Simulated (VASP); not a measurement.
Output of a VASP run:

### OUTCAR
```
 ion  position               nearest neighbor table
   1  0.000  0.000  0.000-   3 1.98   6 1.98   5 2.02   4 2.02   4 2.02   5 2.02   2 3.61   2 3.61
                             2 3.61   2 3.61   2 3.61   2 3.61   2 3.61   2 3.61
   2  0.500  0.500  0.500-   4 1.98   5 1.98   3 2.02   6 2.02   3 2.02   6 2.02   1 3.61   1 3.61
                             1 3.61   1 3.61   1 3.61   1 3.61   1 3.61   1 3.61
   3  0.305  0.305  0.000-   1 1.98   2 2.02   2 2.02
   4  0.805  0.195  0.500-   2 1.98   1 2.02   1 2.02
   5  0.195  0.805  0.500-   2 1.98   1 2.02   1 2.02
   6  0.695  0.695  0.000-   1 1.98   2 2.02   2 2.02
  LATTYP: Found a simple tetragonal cell.
 ALAT       =     4.5844479946
 C/A-ratio  =     0.6901961802
 Subroutine PRICEL returns:
 Original cell was already a primitive cell.
 Subroutine GETGRP returns: Found 16 space group operations
The static configuration has the point symmetry D_2h.
 The point group associated with its full space group is D_4h.
The dynamic configuration has the point symmetry D_2h.
 Subroutine INISYM returns: Found 16 space group operations
 Subroutine IBZKPT returns following result:
 Found     24 irreducible k-points:

 Following reciprocal coordinates:
            Coordinates               Weight
  0.000000  0.000000  0.000000      1.000000
  0.200000  0.000000  0.000000      4.000000
  0.400000  0.000000  0.000000      4.000000
  0.200000  0.200000  0.000000      4.000000
  0.400000  0.200000  0.000000      8.000000
  0.400000  0.400000  0.000000      4.000000
  0.000000  0.000000  0.142857      2.000000
  0.200000  0.000000  0.142857      8.000000
  0.400000  0.000000  0.142857      8.000000
  0.200000  0.200000  0.142857      8.000000
  0.400000  0.200000  0.142857     16.000000
  0.400000  0.400000  0.142857      8.000000
  0.000000  0.000000  0.285714      2.000000
  0.200000  0.000000  0.285714      8.000000
  0.400000  0.000000  0.285714      8.000000
  0.200000  0.200000  0.285714      8.000000
  0.400000  0.200000  0.285714     16.000000
  0.400000  0.400000  0.285714      8.000000
  0.000000  0.000000  0.428571      2.000000
  0.200000  0.000000  0.428571      8.000000
  0.400000  0.000000  0.428571      8.000000
  0.200000  0.200000  0.428571      8.000000
  0.400000  0.200000  0.428571     16.000000
  0.400000  0.400000  0.428571      8.000000
   k-points           NKPTS =     24   k-points in BZ     NKDIM =     24   number of bands    NBANDS=     31
   number of dos      NEDOS =    301   number of ions     NIONS =      6
   total plane-waves  NPLWV =  44800
   dimension x,y,z NGX =    40 NGY =   40 NGZ =   28
   dimension x,y,z NGXF=    80 NGYF=   80 NGZF=   56
   ions per type =               2   4
   PREC   = accura    normal or accurate (medium, high low for compatibility)
   ISTART =      0    job   : 0-new  1-cont  2-samecut
   ICHARG =      2    charge: 1-file 2-atom 10-const
   ISPIN  =      1    spin polarized calculation?
   LNONCOLLINEAR =      F non collinear calculations
   LSORBIT =      F    spin-orbit coupling
   INIWAV =      1    electr: 0-lowe 1-rand  2-diag
   ENCUT  =  620.0 eV  45.57 Ry    6.75 a.u.   9.31  9.31  6.42*2*pi/ulx,y,z
   NELM   =    100;   NELMIN=  2; NELMDL= -5     # of ELM steps
   EDIFF  = 0.1E-05   stopping-criterion for ELM
   LREAL  =      F    real-space projection
   NLSPLINE    = F    spline interpolate recip. space projectors
   LMAXMIX     =    4 max onsite mixed and CHGCAR
   VOSKOWN=      0    Vosko Wilk Nusair interpolation
   EDIFFG = -.2E-01   stopping-criterion for IOM
   NSW    =     40    number of steps for IOM
   NBLOCK =      1;   KBLOCK =     40    inner block; outer block
   IBRION =      2    ionic relax: 0-MD 1-quasi-New 2-CG
   NFREE  =      1    steps in history (QN), initial steepest desc. (CG)
   ISIF   =      3    stress and relaxation
   ISYM   =      2    0-nonsym 1-usesym 2-fastsym
   TEIN   =    0.0    initial temperature
   TEBEG  =    0.0;   TEEND  =   0.0 temperature during run
   SMASS  =  -3.00    Nose mass-parameter (am)
   PSTRESS=  300.0 pullay stress
   NELECT =      52.0000    total number of electrons
...
```

OSZICAR:
```
       N       E                     dE             d eps       ncg     rms          rms(c)
DAV:   1     0.711521651660E+03    0.71152E+03   -0.29457E+04  1632   0.301E+03
DAV:   2     0.652597448566E+02   -0.64626E+03   -0.62195E+03  1687   0.760E+02
DAV:   3    -0.375351414775E+02   -0.10279E+03   -0.10152E+03  1656   0.243E+02
DAV:   4    -0.428688759968E+02   -0.53337E+01   -0.53055E+01  1789   0.603E+01
DAV:   5    -0.430281608633E+02   -0.15928E+00   -0.15920E+00  1830   0.108E+01    0.169E+01
DAV:   6    -0.364531020554E+02    0.65751E+01   -0.24406E+01  2413   0.719E+01    0.637E+00
DAV:   7    -0.365760418669E+02   -0.12294E+00   -0.22268E+00  1663   0.915E+00    0.346E+00
DAV:   8    -0.365586611634E+02    0.17381E-01   -0.24206E-01  2121   0.653E+00    0.707E-01
DAV:   9    -0.365477559467E+02    0.10905E-01   -0.70079E-02  2379   0.450E+00    0.170E-01
DAV:  10    -0.365482964499E+02   -0.54050E-03   -0.49804E-03  1672   0.533E-01    0.852E-02
DAV:  11    -0.365484046070E+02   -0.10816E-03   -0.44296E-04  2020   0.168E-01    0.182E-02
DAV:  12    -0.365484053216E+02   -0.71461E-06   -0.27260E-05  2259   0.730E-02    0.711E-03
DAV:  13    -0.365484050199E+02    0.30176E-06   -0.96719E-06  1952   0.584E-02
   1 F= -.24096254E+02 E0= -.24096254E+02  d E =-.240963E+02
```

File OUTCAR:
```
------------------------ aborting loop because EDIFF is reached ----------------------------------------
  FORCE on cell =-STRESS in cart. coord.  units (eV):
  Direction    XX          YY          ZZ          XY          YZ          ZX
  --------------------------------------------------------------------------------------
  Total       12.4378769     12.4378769     12.4965297      0.0000000      0.0000000      0.0000000
  in kB      299.6561069    299.6561069    301.0691829      0.0000000      0.0000000      0.0000000
  external PRESSURE =       0.1271322 kB  Pullay stress =     300.0000000 kB
  volume of cell :       66.50
      direct lattice vectors                 reciprocal lattice vectors
     4.584447995  0.000000000  0.000000000     0.218128770  0.000000000  0.000000000
     0.000000000  4.584447995  0.000000000     0.000000000  0.218128770  0.000000000
     0.000000000  0.000000000  3.164168494     0.000000000  0.000000000  0.316038796
 POSITION                                       TOTAL-FORCE (eV/Angst)
 -----------------------------------------------------------------------------------
      0.00000      0.00000      0.00000         0.000000      0.000000      0.000000
      2.29222      2.29222      1.58208         0.000000      0.000000      0.000000
      1.39884      1.39884      0.00000         0.011512      0.011512      0.000000
      3.69106      0.89338      1.58208         0.011512     -0.011512     -0.000000
      0.89338      3.69106      1.58208        -0.011512      0.011512      0.000000
      3.18561      3.18561      0.00000        -0.011512     -0.011512     -0.000000
 -----------------------------------------------------------------------------------
    total drift:                               -0.000000      0.000000     -0.000000
  FREE ENERGIE OF THE ION-ELECTRON SYSTEM (eV)
  ---------------------------------------------------
  free  energy   TOTEN  =       -36.5484050199 eV

  energy  without entropy=      -36.5484050199  energy(sigma->0) =      -36.54840502
  enthalpy is  TOTEN    =       -24.0962541121 eV   P V=       12.4521509077

 reached required accuracy - stopping structural energy minimisation
```
(Selected blocks of OUTCAR.)

File POSCAR:
```
SnO2
1
    4.5844479946    -0.0000000000     0.0000000000
    0.0000000000     4.5844479946     0.0000000000
    0.0000000000     0.0000000000     3.1641684941
Sn O
2 4
Direct
  1.0000000000   0.0000000000   0.0000000000
  0.5000000000   0.5000000000   0.5000000000
  0.3051271988   0.3051271988   0.0000000000
  0.8051271988   0.1948728012   0.5000000000
  0.1948728012   0.8051271988   0.5000000000
  0.6948728012   0.6948728012   0.0000000000
```

Write an INCAR and KPOINTS that could have produced this output.

This is not unique; one that fits is the input of the run itself, PBE GGA, plane waves, VASP's PBE PAW potentials (set 64).

KPOINTS:
```
Regular mesh
0
gamma
  5 5 7
```

**INCAR**
```
! general
SYSTEM =SnO2
PREC   =Accurate
ENCUT  =620
LREAL  =.FALSE.   ! projection in real space or not
LASPH  =.TRUE.

! electronic loop
EDIFF  =1E-6
NELM   =100
ALGO   =Normal
LMAXMIX=4   ! l cut-off of mixed one-centre charges

! smearing
ISMEAR =0
SIGMA  =0.05   ! width (eV)

! functional
GGA    =PE

! ions
IBRION =2
NSW    =40   ! most ionic steps
ISIF   =3
EDIFFG =-0.02
PSTRESS=300   ! kbar

! output
LWAVE  =.FALSE.
LCHARG =.FALSE.
```

POTCAR, in this order: Sn_d O (PBE.64 set). Program: vasp_std.

The compound is SnO2 in the rutile structure. It was relaxed first under an external pressure of 30 GPa.
